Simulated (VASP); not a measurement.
Level of theory: PBEsol GGA, VASP's PBE PAW potentials (set 64) (plane waves; VASP 6.6.1).

The input files of a VASP run:

File POSCAR:
```
FeAl
1
    2.9100000000     0.0000000000     0.0000000000
    0.0000000000     2.9100000000     0.0000000000
    0.0000000000     0.0000000000     2.9100000000
Al Fe
1 1
Direct
  0.5000000000   0.5000000000   0.5000000000
  0.0000000000   0.0000000000   0.0000000000
```

INCAR:
```
ALGO=Normal
EDIFF=1E-6
EDIFFG=-0.01
ENCUT=400
GGA=PS
IBRION=2
ISIF=3
ISMEAR=1
LASPH=.TRUE.
LCHARG=.FALSE.
LMAXMIX=4
LREAL=.FALSE.
LWAVE=.FALSE.
NELM=100
NSW=60
PREC=Accurate
SIGMA=0.1
SYSTEM=FeAl
```

KPOINTS:
```
kpoints
0
gamma
 11 11 11
```

POTCAR, in this order: Al Fe (PBE.64 set). Program: vasp_std.

The resulting files:

File OSZICAR:
```
       N       E                     dE             d eps       ncg     rms          rms(c)
DAV:   1     0.229749396741E+02    0.22975E+02   -0.42445E+03  1016   0.985E+02
DAV:   2    -0.147678299101E+02   -0.37743E+02   -0.36220E+02  1024   0.164E+02
DAV:   3    -0.157813784407E+02   -0.10135E+01   -0.99632E+00  1195   0.357E+01
DAV:   4    -0.158024574133E+02   -0.21079E-01   -0.21049E-01  1336   0.462E+00
DAV:   5    -0.158028141318E+02   -0.35672E-03   -0.35669E-03  1258   0.479E-01    0.142E+01
DAV:   6    -0.184295417497E+02   -0.26267E+01   -0.87104E+01  1147   0.143E+02    0.203E+01
DAV:   7    -0.136792502942E+02    0.47503E+01   -0.43841E+01  1127   0.888E+01    0.266E+00
DAV:   8    -0.136495254317E+02    0.29725E-01   -0.24712E-01  1097   0.573E+00    0.162E+00
DAV:   9    -0.136326260468E+02    0.16899E-01   -0.51428E-02  1189   0.338E+00    0.434E-01
DAV:  10    -0.136320056803E+02    0.62037E-03   -0.10171E-03  1215   0.389E-01    0.179E-01
DAV:  11    -0.136319741615E+02    0.31519E-04   -0.31552E-05  1126   0.535E-02    0.208E-02
DAV:  12    -0.136319719231E+02    0.22385E-05   -0.70792E-06  1126   0.331E-02    0.535E-03
DAV:  13    -0.136319716822E+02    0.24087E-06   -0.46066E-07   527   0.748E-03
   1 F= -.13631972E+02 E0= -.13631966E+02  d E =-.136320E+02
       N       E                     dE             d eps       ncg     rms          rms(c)
DAV:   1    -0.161536195513E+02   -0.25216E+01   -0.46003E+01  1057   0.129E+02    0.156E+01
DAV:   2    -0.174253537178E+02   -0.12717E+01   -0.76522E+01  1135   0.143E+02    0.166E+01
DAV:   3    -0.137165434720E+02    0.37088E+01   -0.36243E+01  1114   0.871E+01    0.322E+00
DAV:   4    -0.136631919739E+02    0.53351E-01   -0.28824E-01  1198   0.661E+00    0.203E+00
DAV:   5    -0.136378280373E+02    0.25364E-01   -0.77390E-02  1375   0.376E+00    0.529E-01
DAV:   6    -0.136373288825E+02    0.49915E-03   -0.16839E-03  1117   0.578E-01    0.155E-01
DAV:   7    -0.136373443335E+02   -0.15451E-04   -0.50724E-05  1348   0.770E-02    0.237E-02
DAV:   8    -0.136373422857E+02    0.20478E-05   -0.11615E-05  1130   0.523E-02    0.670E-03
DAV:   9    -0.136373423348E+02   -0.49119E-07   -0.37921E-07   531   0.876E-03
   2 F= -.13637342E+02 E0= -.13637320E+02  d E =-.537065E-02
       N       E                     dE             d eps       ncg     rms          rms(c)
DAV:   1    -0.143183803172E+02   -0.68104E+00   -0.11503E+01  1047   0.671E+01    0.721E+00
DAV:   2    -0.149333881618E+02   -0.61501E+00   -0.24469E+01  1237   0.766E+01    0.915E+00
DAV:   3    -0.137127595494E+02    0.12206E+01   -0.80224E+00  1192   0.462E+01    0.110E+00
DAV:   4    -0.137081961426E+02    0.45634E-02   -0.29408E-02  1039   0.178E+00    0.759E-01
DAV:   5    -0.137032785278E+02    0.49176E-02   -0.82769E-03  1338   0.905E-01    0.968E-02
DAV:   6    -0.137033075973E+02   -0.29070E-04   -0.96528E-05  1080   0.106E-01    0.337E-02
DAV:   7    -0.137033083069E+02   -0.70959E-06   -0.31104E-05  1239   0.940E-02    0.367E-03
DAV:   8    -0.137033082351E+02    0.71738E-07   -0.47118E-07   515   0.122E-02
   3 F= -.13703308E+02 E0= -.13703322E+02  d E =-.713366E-01
       N       E                     dE             d eps       ncg     rms          rms(c)
DAV:   1    -0.137036050382E+02   -0.29673E-03   -0.53532E-03  1052   0.142E+00    0.160E-01
DAV:   2    -0.137039022774E+02   -0.29724E-03   -0.11235E-02  1148   0.167E+00    0.200E-01
DAV:   3    -0.137033144579E+02    0.58782E-03   -0.42794E-03  1140   0.104E+00    0.190E-02
DAV:   4    -0.137033098237E+02    0.46342E-05   -0.18969E-05  1045   0.429E-02    0.337E-03
DAV:   5    -0.137033097909E+02    0.32733E-07   -0.61194E-07   536   0.118E-02
   4 F= -.13703310E+02 E0= -.13703323E+02  d E =-.713381E-01
       N       E                     dE             d eps       ncg     rms          rms(c)
DAV:   1    -0.137036076196E+02   -0.29780E-03   -0.53630E-03  1054   0.142E+00    0.160E-01
DAV:   2    -0.137039063582E+02   -0.29874E-03   -0.11328E-02  1156   0.168E+00    0.201E-01
DAV:   3    -0.137033138788E+02    0.59248E-03   -0.43033E-03  1156   0.105E+00    0.189E-02
DAV:   4    -0.137033082038E+02    0.56751E-05   -0.17278E-05  1053   0.401E-02    0.362E-03
DAV:   5    -0.137033081209E+02    0.82864E-07   -0.72546E-07   533   0.126E-02
   5 F= -.13703308E+02 E0= -.13703322E+02  d E =0.167000E-05
       N       E                     dE             d eps       ncg     rms          rms(c)
DAV:   1    -0.137033884924E+02   -0.80289E-04   -0.13059E-03  1054   0.700E-01    0.791E-02
DAV:   2    -0.137034621782E+02   -0.73686E-04   -0.27579E-03  1148   0.829E-01    0.991E-02
DAV:   3    -0.137033175981E+02    0.14458E-03   -0.10504E-03  1140   0.517E-01    0.937E-03
DAV:   4    -0.137033165909E+02    0.10072E-05   -0.45660E-06  1036   0.210E-02    0.167E-03
DAV:   5    -0.137033165839E+02    0.69790E-08   -0.15825E-07   504   0.603E-03
   6 F= -.13703317E+02 E0= -.13703330E+02  d E =-.679300E-05
```

File OUTCAR:
```
------------------------ aborting loop because EDIFF is reached ----------------------------------------
  FORCE on cell =-STRESS in cart. coord.  units (eV):
  Direction    XX          YY          ZZ          XY          YZ          ZX
  --------------------------------------------------------------------------------------
  Total        0.0005301      0.0005301      0.0005301     -0.0000000      0.0000000     -0.0000000
  in kB        0.0370833      0.0370833      0.0370833     -0.0000000      0.0000000     -0.0000000
  external PRESSURE =       0.0370833 kB  Pullay stress =       0.0000000 kB
  volume of cell :       22.90
      direct lattice vectors                 reciprocal lattice vectors
     2.839830708 -0.000000000 -0.000000000     0.352133667 -0.000000000  0.000000000
     0.000000000  2.839830708 -0.000000000     0.000000000  0.352133667  0.000000000
    -0.000000000 -0.000000000  2.839830708     0.000000000  0.000000000  0.352133667
 POSITION                                       TOTAL-FORCE (eV/Angst)
 -----------------------------------------------------------------------------------
      1.41992      1.41992      1.41992        -0.000000     -0.000000      0.000000
     -0.00000      2.83983      2.83983         0.000000      0.000000      0.000000
 -----------------------------------------------------------------------------------
    total drift:                               -0.000000     -0.000000     -0.000000
  FREE ENERGIE OF THE ION-ELECTRON SYSTEM (eV)
  ---------------------------------------------------
  free  energy   TOTEN  =       -13.7033165839 eV

  energy  without entropy=      -13.7033563971  energy(sigma->0) =      -13.70332985

 reached required accuracy - stopping structural energy minimisation
```
(Selected blocks of OUTCAR.)

### CONTCAR
```
FeAl
   1.00000000000000
     2.8398307079177822   -0.0000000000000000   -0.0000000000000000
     0.0000000000000000    2.8398307079177822   -0.0000000000000000
    -0.0000000000000000   -0.0000000000000000    2.8398307079177822
  Al              Fe
     1     1
Direct
     0.5000000000000000    0.5000000000000000    0.5000000000000000
     0.0000000000000000    1.0000000000000000    1.0000000000000000
```

Energy and stress use the plane-wave basis of the starting cell.

The compound is FeAl in the CsCl type structure. This run relaxes it. Symmetry was kept, so distortions that lower it aren't found. The run is not spin-polarised, so no magnetic state was tried. The electron count is odd and the run is not spin-polarised, which forces a metal.
